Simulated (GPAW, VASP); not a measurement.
VASP input:

File KPOINTS:
```
Automatic
0
G
1 1 1
0 0 0
```

**INCAR**
```
SYSTEM = TaGa3
PREC = Accurate; ENCUT = 300; LREAL = F
LASPH = T
EDIFF = 1E-6; NELM = 100; ALGO = Normal
LMAXMIX = 6
ISMEAR = -1; SIGMA = 0.1
ISIF = 2
LWAVE = F; LCHARG = F
```

**POSCAR**
```
TaGa3
8.663760
 -0.2187468259   0.2187468259   0.5000000000
  0.2187468259  -0.2187468259   0.5000000000
  0.2187468259   0.2187468259  -0.5000000000
Ta Ga
1 3
Cart
  0.0000000000   0.0000000000   0.0000000000
  0.0000000000   0.0000000000   0.5000000000
  0.0000000000   0.2187468259   0.2500000000
  0.2187468259   0.0000000000   0.2500000000
```

POTCAR, in this order: Ta_pv Ga_d (LDA.64 set). Program: vasp_std.

### Question
Write an input for GPAW that does the same calculation.

### Answer
One input that does it (LDA (Perdew-Wang 92), GPAW PAW datasets LDA (gpaw-data 1.0.1)):
```
from ase import Atoms
from ase.units import GPa
from gpaw import GPAW

atoms = Atoms(['Ta', 'Ga', 'Ga', 'Ga'],
              cell=[[-1.895170, 1.895170, 4.331880],
                    [1.895170, -1.895170, 4.331880],
                    [1.895170, 1.895170, -4.331880]],
              scaled_positions=[[0.000000, 0.000000, 0.000000],
                                [0.500000, 0.500000, 0.000000],
                                [0.750000, 0.250000, 0.500000],
                                [0.250000, 0.750000, 0.500000]],
              pbc=True)

calc = GPAW(mode={'name': 'pw', 'ecut': 550},
            xc='LDA',
            kpts=(1, 1, 1),
            occupations={'name': 'fermi-dirac', 'width': 0.1},
            nbands=-12,
            convergence={'density': 1e-05, 'energy': 1e-05},
            symmetry={'symmorphic': False, 'tolerance': 0.0005},
            maxiter=150,
            txt='-')

atoms.calc = calc

energy = atoms.get_potential_energy()
print('Energy (eV):', round(energy, 6))
forces = atoms.get_forces()
print('Forces (eV/Ang):')
print(forces.round(5))
stress = atoms.get_stress()
print('Stress (GPa, Voigt):', (stress / GPa).round(4))
```
Both inputs were run and reached self-consistency, which says nothing on mesh or cut-off. Potentials, basis and cut-offs are each code's own, so they don't translate, and total energies aren't comparable.

VASP's LDA is the Perdew-Zunger fit; the other code's may be Perdew-Wang, which differs slightly.

The structure comes from a computed database's TaGa3 entry; how it stands against other phases isn't given here. The cell was not relaxed at this level, and it may have been scaled.
